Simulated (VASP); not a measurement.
All values below come from PBE GGA, VASP's PBE PAW potentials (set 64) (plane waves; VASP).

VASP input:

**KPOINTS**
```
Automatic
0
Gamma
  10 10 6
0 0 0
```

### INCAR
```
# general
SYSTEM  = Y
PREC    = Accurate
ENCUT   = 480
LREAL   = .FALSE.
LASPH   = .TRUE.

# electronic loop
EDIFF   = 1E-7
NELM    = 100
ALGO    = Normal
LMAXMIX = 4

# smearing
ISMEAR  = 1
SIGMA   = 0.1

# functional
GGA     = PE

# ions
ISIF    = 2

# output
LWAVE   = .FALSE.
LCHARG  = .FALSE.
```

File POSCAR:
```
Y
3.6567780
  0.4999999305  -0.8660253594   0.0000000000
  0.4999999305   0.8660253594   0.0000000000
  0.0000000000   0.0000000000   1.5433831495
Y
2
Cartesian
  0.4999999305   0.2886756971   0.3858457874
  0.4999999305  -0.2886756971   1.1575373622
```

POTCAR, in this order: Y_sv (PBE.64 set). Program: vasp_std.

What VASP printed:

File OSZICAR:
```
       N       E                     dE             d eps       ncg     rms          rms(c)
DAV:   1     0.835044461181E+02    0.83504E+02   -0.11199E+04  1696   0.131E+03
DAV:   2    -0.590513219100E+01   -0.89410E+02   -0.88607E+02  2086   0.275E+02
DAV:   3    -0.131012625593E+02   -0.71961E+01   -0.71408E+01  3209   0.468E+01
DAV:   4    -0.132587882651E+02   -0.15753E+00   -0.15760E+00  1813   0.765E+00
DAV:   5    -0.132634296290E+02   -0.46414E-02   -0.46412E-02  2511   0.100E+00    0.327E+01
DAV:   6    -0.129368222505E+02    0.32661E+00   -0.43570E-01  1694   0.476E+00    0.204E+01
DAV:   7    -0.128829581138E+02    0.53864E-01   -0.85945E-01  2086   0.617E+00    0.190E+00
DAV:   8    -0.128731281463E+02    0.98300E-02   -0.18054E-01  2002   0.276E+00    0.150E+00
DAV:   9    -0.128718913573E+02    0.12368E-02   -0.43057E-03  2397   0.464E-01    0.446E-01
DAV:  10    -0.128721314509E+02   -0.24009E-03   -0.26098E-03  1708   0.538E-01    0.488E-01
DAV:  11    -0.128719983442E+02    0.13311E-03   -0.25690E-04  1870   0.169E-01    0.540E-02
DAV:  12    -0.128719928010E+02    0.55432E-05   -0.38238E-05  1970   0.603E-02    0.189E-02
DAV:  13    -0.128719942881E+02   -0.14871E-05   -0.58026E-06  1848   0.241E-02    0.101E-03
DAV:  14    -0.128719943706E+02   -0.82503E-07   -0.18535E-07  1896   0.275E-03
   1 F= -.12871994E+02 E0= -.12873210E+02  d E =0.364623E-02
```

OUTCAR:
```
------------------------ aborting loop because EDIFF is reached ----------------------------------------
  FORCE on cell =-STRESS in cart. coord.  units (eV):
  Direction    XX          YY          ZZ          XY          YZ          ZX
  --------------------------------------------------------------------------------------
  Total        0.0069978      0.0069978      0.0076839     -0.0000000      0.0000000      0.0000000
  in kB        0.1715429      0.1715429      0.1883607     -0.0000000      0.0000000      0.0000000
  external PRESSURE =       0.1771488 kB  Pullay stress =       0.0000000 kB
  volume of cell :       65.36
      direct lattice vectors                 reciprocal lattice vectors
     1.828388746 -3.166862482  0.000000000     0.273464820 -0.157884974  0.000000000
     1.828388746  3.166862482  0.000000000     0.273464820  0.157884974  0.000000000
     0.000000000  0.000000000  5.643809547     0.000000000  0.000000000  0.177185284
 POSITION                                       TOTAL-FORCE (eV/Angst)
 -----------------------------------------------------------------------------------
      1.82839      1.05562      1.41095        -0.000000      0.000000      0.000000
      1.82839     -1.05562      4.23286         0.000000     -0.000000      0.000000
 -----------------------------------------------------------------------------------
    total drift:                               -0.000067      0.000519     -0.000010
  FREE ENERGIE OF THE ION-ELECTRON SYSTEM (eV)
  ---------------------------------------------------
  free  energy   TOTEN  =       -12.8719943706 eV

  energy  without entropy=      -12.8756405964  energy(sigma->0) =      -12.87320978
```
(Selected blocks of OUTCAR.)

The compound is Y in the hcp structure. It was relaxed first.
